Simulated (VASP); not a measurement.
Calculation: rev-vdW-DF2, VASP's PBE PAW potentials (set 64) (plane waves; VASP).

The input files of a VASP run:

### KPOINTS
```
Automatic mesh
0
Gamma
9 9 5
0 0 0
```

**INCAR**
```
! general
SYSTEM    =  AlN
PREC      =  Accurate
ENCUT     =  520
LREAL     =  .FALSE.
LASPH     =  .TRUE.

! electronic loop
EDIFF     =  1E-7
NELM      =  100
ALGO      =  Normal

! smearing
ISMEAR    =  -5

! functional
GGA       =  MK
LUSE_VDW  =  .TRUE.
AGGAC     =  0.0
PARAM1    =  0.1234568
PARAM2    =  0.7114
ZAB_VDW   =  -1.8867

! ions
ISIF      =  2

! output
LWAVE     =  .FALSE.
LCHARG    =  .TRUE.
LORBIT    =  11
NEDOS     =  601

! other
LEFG      =  .TRUE.
```

### POSCAR
```
AlN
1
    1.5608083404    -2.7033993406     0.0000000000
    1.5608083404     2.7033993406    -0.0000000000
    0.0000000000     0.0000000000     4.9996074737
Al N
2 2
Direct
  0.6666670000   0.3333330000   0.5000686860
  0.3333330000   0.6666670000   0.0000686860
  0.6666670000   0.3333330000   0.8819313140
  0.3333330000   0.6666670000   0.3819313140
```

POTCAR, in this order: Al N (PBE.64 set). Program: vasp_std.

**Question.** What will the output report for the number of irreducible k-points (NKPTS), largest plane-wave count, number of space-group operations, FFT grid (NGX, NGY, NGZ)?

**Answer.** 
```yaml
number of irreducible k-points (NKPTS): 36
largest_plane_wave_count: 1158
number_of_space_group_operations: 12
FFT grid (NGX, NGY, NGZ): 24 × 24 × 40
```

The compound is AlN in the wurtzite structure. It was relaxed first.
